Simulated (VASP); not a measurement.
Consider the following.

```
CELL_PARAMETERS angstrom
      0.00000     3.05519     3.05519
      3.05519     0.00000     3.05519
      3.05519     3.05519     0.00000
ATOMIC_POSITIONS crystal
  Ga 0.00000 0.00000 0.00000
  Sb 0.25000 0.25000 0.25000
```

Computed with r2SCAN+rVV10, VASP's PBE PAW potentials (set 64) (plane waves; VASP 6.6.1). Run with 520 eV cut-off, 8×8×8 Γ-centred mesh, tetrahedra with Blöchl corrections, potentials Ga_d Sb.

Unless said otherwise, spin-orbit coupling is left out, though it shifts the bands of the heavy elements here.

**Question.** Give the energies of bands 7 to 12 at the high-symmetry points, in eV from the valence-band maximum.

**Answer.** 
| band | Γ | X | U | L | W |
|---|---|---|---|---|---|
| 7 | 0.00 | -7.08 | -6.88 | -6.62 | -6.93 |
| 8 | 0.00 | -2.72 | -3.79 | -1.22 | -3.52 |
| 9 | 0.00 | -2.72 | -2.32 | -1.22 | -3.29 |
| 10 | 0.48 | 1.07 | 1.59 | 0.67 | 4.02 |
| 11 | 2.96 | 1.41 | 4.17 | 3.99 | 4.56 |
| 12 | 2.96 | 9.29 | 7.08 | 3.99 | 4.80 |

The gap is direct, 0.48 eV, from the valence maximum at Γ to the conduction minimum at Γ.

The compound is GaSb in the zinc blende structure. It was relaxed first.
